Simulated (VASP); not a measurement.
```xyz
2
Lattice="3.3184 0.0000 0.0000 -1.6592 2.8738 0.0000 0.0000 0.0000 3.2915" Properties=species:S:1:pos:R:3 pbc="T T T"
Sn     0.0000     0.0000     0.0000
O      1.6592     0.9579     1.6458
```

All values below come from r2SCAN meta-GGA, VASP's PBE PAW potentials (set 64) (plane waves; VASP). Numerical set-up: 520 eV cut-off, 14×14×12 Γ-centred mesh, tetrahedra with Blöchl corrections, potentials Sn_d O.

### Question
Give the energies of bands 7 to 13 at the high-symmetry points, in eV from the Fermi level.

### Answer

```
band      Γ      M      K       A      L      H
----  -----  -----  -----  ------  -----  -----
7     -7.36  -8.49  -8.01  -10.05  -6.61  -5.83
8     -4.19  -3.99  -5.96   -2.79  -5.79  -5.47
9     -3.07  -3.23  -3.11   -2.79  -4.13  -4.03
10    -3.07  -2.06   0.71    0.23  -3.09  -3.69
11     7.25   1.01   1.44    0.35   2.54  -0.82
12     7.25   6.81   2.05    8.59   4.03   4.90
13     8.13   7.14   7.38    8.59   4.90   5.67
```

It has no gap at this level: it comes out as a metal or semimetal.

The structure was generated: SnO was put into the WC type (P-6m2), which need not be its known phase. It was relaxed first, which changed the volume by +20 %.
